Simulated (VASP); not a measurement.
Ti2Pt3:

```
CELL_PARAMETERS angstrom
4.54665 0.00000 0.00000
0.00000 4.54665 0.00000
0.00000 0.00000 4.54665
ATOMIC_POSITIONS crystal
Ti 0.50000 0.50000 0.50000
Ti 0.00000 0.00000 0.00000
Pt 0.00000 0.50000 0.50000
Pt 0.50000 0.00000 0.50000
Pt 0.50000 0.50000 0.00000
```

The cell was built by a generator and needn't be a form met in nature.

The cell isn't the ideal one: random cell by space group and Wyckoff sites (Pm-3m, No. 221).

- Program: VASP 6.6.1
- Task: relaxation of cell and atoms
- Functional: PBE
- Potentials or basis: VASP PAW PBE potentials, release 64 (Ti_sv, Pt)
- Cutoff: 600 eV
- k mesh: 4 × 4 × 4
- Occupations: gaussian, width 0.1 eV
- Spin: no spin polarisation

At the start: pressure 10.0 GPa; volume 18.80 Å³/atom.

Task: Where does the relaxation end?

Result: Over 3 steps the energy falls by 41.1 meV/atom and the volume is 20.24 Å³/atom (+7.7 %); space group Pm-3m (No. 221, to 0.05 Å).

The path:
```
step  energy change (eV)  largest force (eV/Å)  pressure (GPa)  volume (Å³)
   1              0.0000                0.0000           10.00        93.99
   2              0.0810                0.0000           -8.55       110.87
   3             -0.2057                0.0000           -0.14       101.21
```

Final structure:
```cif
data_structure
_symmetry_space_group_name_H-M 'P 1'
_symmetry_Int_Tables_number 1
_cell_length_a 4.6602
_cell_length_b 4.6602
_cell_length_c 4.6602
_cell_angle_alpha 90.000
_cell_angle_beta 90.000
_cell_angle_gamma 90.000
_cell_volume 101.21
loop_
_atom_site_label
_atom_site_type_symbol
_atom_site_fract_x
_atom_site_fract_y
_atom_site_fract_z
_atom_site_occupancy
Ti1 Ti 0.50000 0.50000 0.50000 1
Ti2 Ti 0.00000 0.00000 0.00000 1
Pt1 Pt 0.00000 0.50000 0.50000 1
Pt2 Pt 0.50000 0.00000 0.50000 1
Pt3 Pt 0.50000 0.50000 0.00000 1
```
